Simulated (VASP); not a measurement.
These are PBEsol GGA, VASP's PBE PAW potentials (set 64) (plane waves; VASP) values and carry that method's errors.

VASP ran on this input.

INCAR:
```
SYSTEM  =  Fe
PREC  =  Accurate; ENCUT  =  480; LREAL  =  .FALSE.
LASPH  =  .TRUE.
EDIFF  =  1E-7; NELM  =  100; ALGO  =  Normal
LMAXMIX  =  4
ISMEAR  =  1; SIGMA  =  0.1
GGA  =  PS
ISPIN  =  2; MAGMOM  =  2.1
ISIF  =  2
LWAVE  =  .FALSE.; LCHARG  =  .FALSE.; LORBIT  =  10
```

KPOINTS:
```
Regular mesh
0
G
  16 16 16
0 0 0
```

### POSCAR
```
Fe
2.7829950
 -0.5000000397   0.5000000397   0.5000000397
  0.5000000397  -0.5000000397   0.5000000397
  0.5000000397   0.5000000397  -0.5000000397
Fe
1
direct
  0.0000000000   0.0000000000   0.0000000000
```

POTCAR, in this order: Fe (PBE.64 set). Program: vasp_std.

What VASP printed:

### OSZICAR
```
       N       E                     dE             d eps       ncg     rms          rms(c)
DAV:   1     0.133379932791E+02    0.13338E+02   -0.39004E+03  5396   0.102E+03
DAV:   2    -0.986730062391E+01   -0.23205E+02   -0.22012E+02  5282   0.126E+02
DAV:   3    -0.101476122953E+02   -0.28031E+00   -0.27825E+00  5709   0.188E+01
DAV:   4    -0.101489361715E+02   -0.13239E-02   -0.13238E-02  5736   0.121E+00
DAV:   5    -0.101489475668E+02   -0.11395E-04   -0.11395E-04  5638   0.102E-01    0.127E+01
DAV:   6    -0.899039688853E+01    0.11586E+01   -0.13325E+01  5504   0.597E+01    0.505E+00
DAV:   7    -0.893325286768E+01    0.57144E-01   -0.67325E-01  5520   0.131E+01    0.317E+00
DAV:   8    -0.892477999048E+01    0.84729E-02   -0.58932E-03  6502   0.652E-01    0.143E+00
DAV:   9    -0.891624900039E+01    0.85310E-02   -0.55539E-03  6532   0.611E-01    0.373E-01
DAV:  10    -0.891625278533E+01   -0.37849E-05   -0.98068E-04  6210   0.359E-01    0.125E-01
DAV:  11    -0.891624013277E+01    0.12653E-04   -0.89898E-05  5524   0.150E-01    0.284E-02
DAV:  12    -0.891624065017E+01   -0.51740E-06   -0.20600E-06  5424   0.238E-02    0.987E-03
DAV:  13    -0.891624140425E+01   -0.75408E-06   -0.11900E-06  5429   0.111E-02    0.621E-03
DAV:  14    -0.891624136134E+01    0.42907E-07   -0.16240E-07  2690   0.526E-03
   1 F= -.89162414E+01 E0= -.89161323E+01  d E =-.327267E-03  mag=     2.0880
```

File OUTCAR:
```
------------------------ aborting loop because EDIFF is reached ----------------------------------------
  FORCE on cell =-STRESS in cart. coord.  units (eV):
  Direction    XX          YY          ZZ          XY          YZ          ZX
  --------------------------------------------------------------------------------------
  Total        0.0359700      0.0359700      0.0359700      0.0000000      0.0000000     -0.0000000
  in kB        5.3474096      5.3474096      5.3474096      0.0000000      0.0000000     -0.0000000
  external PRESSURE =       5.3474096 kB  Pullay stress =       0.0000000 kB
  volume of cell :       10.78
      direct lattice vectors                 reciprocal lattice vectors
    -1.391497610  1.391497610  1.391497610     0.000000000  0.359325087  0.359325087
     1.391497610 -1.391497610  1.391497610     0.359325087  0.000000000  0.359325087
     1.391497610  1.391497610 -1.391497610     0.359325087  0.359325087  0.000000000
 POSITION                                       TOTAL-FORCE (eV/Angst)
 -----------------------------------------------------------------------------------
      0.00000      0.00000      0.00000        -0.000000     -0.000000     -0.000000
 -----------------------------------------------------------------------------------
    total drift:                                0.000000     -0.000000      0.000000
  FREE ENERGIE OF THE ION-ELECTRON SYSTEM (eV)
  ---------------------------------------------------
  free  energy   TOTEN  =        -8.9162413613 eV

  energy  without entropy=       -8.9159140944  energy(sigma->0) =       -8.91613227

 total charge

# of ion       s       p       d       tot
------------------------------------------
    1        0.513   0.593   6.282   7.388

 magnetization (x)

# of ion       s       p       d       tot
------------------------------------------
    1       -0.012  -0.047   2.128   2.068
```
(Selected blocks of OUTCAR.)

### OUTCAR
```
 val. band max:        6.2546806950   @ k =   0.3750   0.0000   0.0000

 cond. band min:       6.2624768386   @ k =  -0.2500   0.3125   0.1875


 Fermi energy:         6.2580065112

 spin component 1

 k-point     1 :       0.0000    0.0000    0.0000
  band No.  band energies     occupation
      1      -2.6138      1.00000
      2       3.8247      1.00000
      3       3.8247      1.00000
      4       3.8247      1.00000
      5       5.1893      1.00000
      6       5.1893      1.00000
      7      31.6655      0.00000
      8      31.6655      0.00000
      9      31.6655      0.00000

 k-point     2 :       0.0625    0.0000    0.0000
  band No.  band energies     occupation
      1      -2.4449      1.00000
      2       3.7759      1.00000
      3       3.8205      1.00000
      4       3.9194      1.00000
      5       5.1402      1.00000
      6       5.1933      1.00000
      7      30.6383      0.00000
      8      31.4397      0.00000
      9      31.5752      0.00000

 k-point     3 :       0.1250    0.0000    0.0000
  band No.  band energies     occupation
      1      -1.9523      1.00000
      2       3.6389      1.00000
      3       3.7899      1.00000
      4       4.1946      1.00000
      5       5.0351      1.00000
      6       5.2062      1.00000
      7      28.3327      0.00000
      8      30.6258      0.00000
      9      31.3547      0.00000

 k-point     4 :       0.1875    0.0000    0.0000
  band No.  band energies     occupation
      1      -1.1870      1.00000
      2       3.4382      1.00000
      3       3.7095      1.00000
      4       4.6233      1.00000
      5       4.9706      1.00000
      6       5.2304      1.00000
      7      25.5233      0.00000
      8      29.3279      0.00000
      9      31.0953      0.00000

 k-point     5 :       0.2500    0.0000    0.0000
  band No.  band energies     occupation
      1      -0.2726      1.00000
...
```

The compound is Fe in the bcc structure. It was relaxed first, which changed the volume by -9 %.
